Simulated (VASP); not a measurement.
These are LDA (Ceperley-Alder, Perdew-Zunger), VASP's LDA PAW potentials (set 64) (plane waves; VASP 6.6.1) values and carry that method's errors.

The input files of a VASP run:

**INCAR**
```
SYSTEM = MgO
PREC = Accurate; ENCUT = 320; LREAL = .False.
LASPH = .True.
EDIFF = 1E-03; NELM = 100; ALGO = Normal
ISMEAR = 1; SIGMA = 0.136
IBRION = 2; NSW = 50; ISIF = 3
EDIFFG = -0.01
LWAVE = .False.; LCHARG = .False.
```

**KPOINTS**
```
K-points
0
gamma
6 6 6
```

POSCAR:
```
MgO
1
    0.0000000000     2.0548500000     2.0548500000
    2.0548500000     0.0000000000     2.0548500000
    2.0548500000     2.0548500000     0.0000000000
Mg O
1 1
Direct
  0.0000000000   0.0000000000   0.0000000000
  0.5000000000   0.5000000000   0.5000000000
```

POTCAR, in this order: Mg O (LDA.64 set). Program: vasp_std.

Q: What will the output report for the number of irreducible k-points (NKPTS), largest plane-wave count, number of space-group operations, FFT grid (NGX, NGY, NGZ)?

A: 
* **number of irreducible k-points (NKPTS)**: 16
* **largest plane-wave count**: 233
* **number of space-group operations**: 48
* **FFT grid (NGX, NGY, NGZ)**: 18 × 18 × 18

The structure comes from a computed database's MgO entry; how it stands against other phases isn't given here. This run relaxes it. Symmetry was kept, so distortions that lower it aren't found. The k-mesh is coarse (spacing up to 0.45 per Å, 2π included), so the numbers may not be converged in it. The run is one of a series of settings (EDIFF = 1E-03, EDIFFG = -0.01, ENCUT = 320, GGA removed, IBRION = 2, ISIF = 3, ISMEAR = 1, NSW = 50, SIGMA = 0.136, KPOINTS 6×6×6 Γ-centred mesh, POTCAR Mg O (LDA.64 set) against the base run), some of them coarse on purpose.
